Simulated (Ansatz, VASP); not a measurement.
# Cross-check of Ge (Germanium) between VASP and Ansatz

Aim: how closely do two programs agree when they are given the same cell, functional and k mesh? The cell is taken from a series of runs on this material, whose earlier steps may have relaxed, scaled, displaced or heated it; both programs get it as it stands.

Method: plane waves, with VASP 6.6.1 beside it; r2SCAN, spin-orbit coupling, in Ansatz 0.2.0.

## 1. The starting structure

The structure is orthorhombic, space group Imma (No. 74). Conventional cell: a = 4.010 Å, b = 4.030 Å, c = 5.662 Å, α = 90.00°, β = 90.00°, γ = 90.00°. Nearest to Ge lie 4 Ge at 2.46 Å.

Structure file:

```xyz
2
Lattice="0.0073 2.8425 2.8308 2.8425 0.0073 2.8308 2.8498 2.8498 0.0000" Properties=species:S:1:pos:R:3 pbc="T T T"
Ge    2.8498    2.8498    2.8325
Ge    4.2748    4.2748    4.2444
```

## 2. VASP: single point, r2SCAN, spin-orbit coupling, pair 1

A single point takes one fixed geometry, so differences don't come from the geometry; what else differs is listed under the comparison.

Lines of VASP's logs that name or quote its potential files are left out, and so is its time.

Input file INCAR:

```
SYSTEM = Ge
PREC = Accurate
ENCUT = 450
EDIFF = 1E-06
NELM = 200
ISMEAR = 0
SIGMA = 0.01
LREAL = .FALSE.
ALGO = Normal
METAGGA = R2SCAN
LASPH = .TRUE.
LNONCOLLINEAR = .TRUE.
MAGMOM = 0 0 0 0 0 0
NBANDS = 40
GGA_COMPAT = .FALSE.
LSORBIT = .TRUE.
LORBIT = 11
LWAVE = .FALSE.
LCHARG = .FALSE.
ISIF = 2
EFERMI = MIDGAP
LMIXTAU = .TRUE.
KPAR = 2
```

Input file POSCAR:

```
Ge
1.0
    0.0073155594      2.8425182782      2.8307795847
    2.8425182782      0.0073155594      2.8307795847
    2.8498338376      2.8498338376      0.0000000000
Ge
2
Direct
    0.5003079087      0.5003079087      0.4996920913
    0.7496920913      0.7496920913      0.7503079087
```

Input file KPOINTS:

```
Automatic mesh
0
Gamma
8 8 8
0 0 0
```

The projector-augmented-wave data sets are Ge_d (PBE family, release 64).

Started as:

```bash
mpirun -np 2 vasp_ncl
```

Numbers of over 12 decimals in the logs are rounded to 6 here.

The log of the run:

```text
[banner, memory and clock lines left out]
running    2 mpi-ranks, on    1 nodes
 distrk:  each k-point on    1 cores,    2 groups
 distr:  one band on    1 cores,    1 groups

 POSCAR found type information on POSCAR Ge
 POSCAR found :  1 types and       2 ions
|                                                                             |
|               ----> ADVICE to this user running VASP <----                  |
|                                                                             |
|     You enforced a specific xc type in the INCAR file but a different       |
|     [... a line on the potential file left out ...]
|     I HOPE YOU KNOW WHAT YOU ARE DOING!                                     |
|                                                                             |

 LDA part: xc-table for (None), standard interpolation
 POSCAR, INCAR and KPOINTS ok, starting setup
 FFT: planning ... GRIDC
 FFT: planning ... GRID_SOFT
 FFT: planning ... GRID
 WAVECAR not read
 entering main loop
       N       E                     dE             d eps       ncg     rms          rms(c)
DAV:   1     0.243026768811E+03    0.24303E+03   -0.12865E+04  9504   0.366E+03
DAV:   2     0.177531850677E+02   -0.22527E+03   -0.21564E+03  7600   0.846E+02
DAV:   3    -0.276939930997E+02   -0.45447E+02   -0.44905E+02  8600   0.198E+02
DAV:   4    -0.303892707406E+02   -0.26953E+01   -0.26916E+01  8736   0.569E+01
DAV:   5    -0.304465485289E+02   -0.57278E-01   -0.57275E-01  8424   0.940E+00    0.334E+00
DAV:   6    -0.277481233052E+02    0.26984E+01   -0.36019E-01  8544   0.104E+01    0.194E+00
DAV:   7    -0.275617458991E+02    0.18638E+00   -0.28909E-01  9872   0.827E+00    0.400E-01
DAV:   8    -0.277564426757E+02   -0.19470E+00   -0.12333E-01  8008   0.474E+00    0.131E-01
DAV:   9    -0.277449263266E+02    0.11516E-01   -0.57742E-03  8520   0.875E-01    0.111E-01
DAV:  10    -0.277452639574E+02   -0.33763E-03   -0.17292E-04  8896   0.163E-01    0.102E-01
DAV:  11    -0.277475827512E+02   -0.23188E-02   -0.60425E-03  9800   0.127E+00    0.340E-02
DAV:  12    -0.277482595942E+02   -0.67684E-03   -0.48204E-04  9176   0.348E-01    0.135E-02
DAV:  13    -0.277482813298E+02   -0.21736E-04   -0.21248E-05  8912   0.517E-02    0.110E-02
DAV:  14    -0.277483081387E+02   -0.26809E-04   -0.15083E-05  9504   0.653E-02    0.490E-03
DAV:  15    -0.277483097049E+02   -0.15661E-05   -0.12956E-05  8008   0.305E-02    0.196E-03
DAV:  16    -0.277483108638E+02   -0.11590E-05   -0.92048E-07  6640   0.712E-03    0.162E-03
DAV:  17    -0.277483126394E+02   -0.17756E-05   -0.12551E-07  5328   0.325E-03    0.832E-04
DAV:  18    -0.277483137397E+02   -0.11004E-05   -0.13897E-07  5080   0.375E-03    0.341E-04
DAV:  19    -0.277483139631E+02   -0.22338E-06   -0.41450E-08  4472   0.245E-03
   1 F= -.27748314E+02 E0= -.27748314E+02  d E =-.171633E-44  mag=     0.0000    -0.0000     0.0000
```

OUTCAR, selected parts (step 2):

```text
ion  position               nearest neighbor table
   1  0.500  0.500  0.500-   2 2.46   2 2.46   2 2.46   2 2.46
   2  0.750  0.750  0.750-   1 2.46   1 2.46   1 2.46   1 2.46

  LATTYP: Found a body centered orthorhombic cell.
 ALAT       =     4.0095821370
 B/A-ratio  =     1.0051605195
 C/A-ratio  =     1.4120072805

 Subroutine GETGRP returns: Found  8 space group operations
 (whereof  4 operations were pure point group operations)

The static configuration has the point symmetry C_2v.
 The point group associated with its full space group is D_2h.

 Found     95 irreducible k-points:

   k-points           NKPTS =     95   k-points in BZ     NKDIM =     95   number of bands    NBANDS=     40

   dimension x,y,z NGX =    28 NGY =   28 NGZ =   28
   dimension x,y,z NGXF=    56 NGYF=   56 NGZF=   56

   ENCUT  =  450.0 eV  33.07 Ry    5.75 a.u.   6.94  6.94  6.97*2*pi/ulx,y,z

   NELECT =      28.0000    total number of electrons

 k-points in reciprocal lattice and weights: Automatic mesh
   0.00000000  0.00000000  0.00000000       0.002
   0.12500000  0.00000000  0.00000000       0.008
   0.25000000  0.00000000  0.00000000       0.008
   0.37500000  0.00000000  0.00000000       0.008
   0.50000000  0.00000000  0.00000000       0.004
   0.12500000  0.12500000  0.00000000       0.004
   0.25000000  0.12500000  0.00000000       0.008
   0.37500000  0.12500000  0.00000000       0.008
   0.50000000  0.12500000  0.00000000       0.008
[...]
0.25000000  0.25000000  0.50000000       0.004
  -0.25000000  0.25000000  0.50000000       0.004

 average (electrostatic) potential at core
       1 -79.5344       2 -79.5344

 E-fermi :   4.9093

 k-point     1 :       0.0000    0.0000    0.0000
  band No.  band energies     occupation
    ...
     24       4.5074      1.00000
     25       4.7819      1.00000
     26       4.7819      1.00000
     27       4.8132      1.00000
     28       4.8132      1.00000
     29       5.0054      0.00000
     30       5.0054      0.00000
     31       7.2690      0.00000
     32       7.2690      0.00000
     33       7.4637      0.00000
    ...

 k-point     2 :       0.1250    0.0000    0.0000
  band No.  band energies     occupation
    ...
     24       2.3596      1.00000
     25       4.2475      1.00000
     26       4.2475      1.00000
     27       4.4397      1.00000
     28       4.4397      1.00000
     29       5.9353      0.00000
     30       5.9353      0.00000
     31       7.8009      0.00000
     32       7.8009      0.00000
     33       7.9448      0.00000
    ...

 k-point     3 :       0.2500    0.0000    0.0000
  band No.  band energies     occupation
    ...
     24      -0.1080      1.00000
     25       3.6743      1.00000
     26       3.6743      1.00000
     27       3.8631      1.00000
     28       3.8631      1.00000
     29       5.5723      0.00000
     30       5.5723      0.00000
     31       8.4742      0.00000
     32       8.4742      0.00000
     33       8.6107      0.00000
    ...

  Total       -0.1414612     -0.1414612     -0.0479016     -0.0970607      0.0000000      0.0000000
  in kB       -4.9545961     -4.9545961     -1.6777267     -3.3994940      0.0000000      0.0000000
  external PRESSURE =      -3.8623063 kB  Pullay stress =       0.0000000 kB

  energy-cutoff  :      450.00
  volume of cell :       45.74
      direct lattice vectors                 reciprocal lattice vectors
     0.007315559  2.842518278  2.830779585    -0.176354233  0.176354233  0.176629789
     2.842518278  0.007315559  2.830779585     0.176354233 -0.176354233  0.176629789
     2.849833838  2.849833838  0.000000000     0.175448826  0.175448826 -0.176629789

 POSITION                                       TOTAL-FORCE (eV/Angst)
 -----------------------------------------------------------------------------------
      2.84983      2.84983      2.83252         0.000000      0.000000      0.001655
      4.27475      4.27475      4.24443        -0.000000     -0.000000     -0.001655
 -----------------------------------------------------------------------------------
    total drift:                               -0.000000      0.000000     -0.000000

  FREE ENERGIE OF THE ION-ELECTRON SYSTEM (eV)
  ---------------------------------------------------
  free  energy   TOTEN  =       -27.7483139631 eV

  energy  without entropy=      -27.7483139631  energy(sigma->0) =      -27.74831396

 Spin-Orbit-Coupling matrix elements
 Ion:    1  E_soc:     -0.0173002
 Ion:    2  E_soc:     -0.0173002

 total charge
# of ion       s       p       d       tot
------------------------------------------
    1        1.103   1.283  10.021  12.407
    2        1.103   1.283  10.021  12.407
--------------------------------------------------
tot          2.205   2.566  20.043  24.814

 magnetization (x)
# of ion       s       p       d       tot
------------------------------------------
    1        0.000   0.000  -0.000  -0.000
    2        0.000   0.000  -0.000  -0.000
--------------------------------------------------
tot          0.000   0.000  -0.000  -0.000

 magnetization (y)
# of ion       s       p       d       tot
------------------------------------------
    1        0.000   0.000   0.000   0.000
    2       -0.000   0.000   0.000  -0.000
--------------------------------------------------
tot         -0.000   0.000   0.000   0.000

 magnetization (z)
# of ion       s       p       d       tot
------------------------------------------
    1        0.000   0.000   0.000   0.000
    2        0.000   0.000   0.000   0.000
--------------------------------------------------
tot          0.000   0.000   0.000   0.000

[... 3 further parts left out ...]
```

The gap is read on the k-mesh alone, so it is an upper bound where the band edges lie off the mesh. The PAW data sets were made with PBE, which is usual practice but a small mismatch for other functionals.

(Part 1 of 3 ends here.)

[Lines on the potential files, build, host, timing and source positions are cut from VASP's logs without a mark.]

[Logs are printed without paths, hosts, clocks, repeated set-up lines and the standing remarks that a program may print on its own settings, such as how far it seeks lower states.]

[Hosts, paths, dates, database ids (printed as entryN), source tags and the programs' standing remarks are cut or masked in the printed files.]
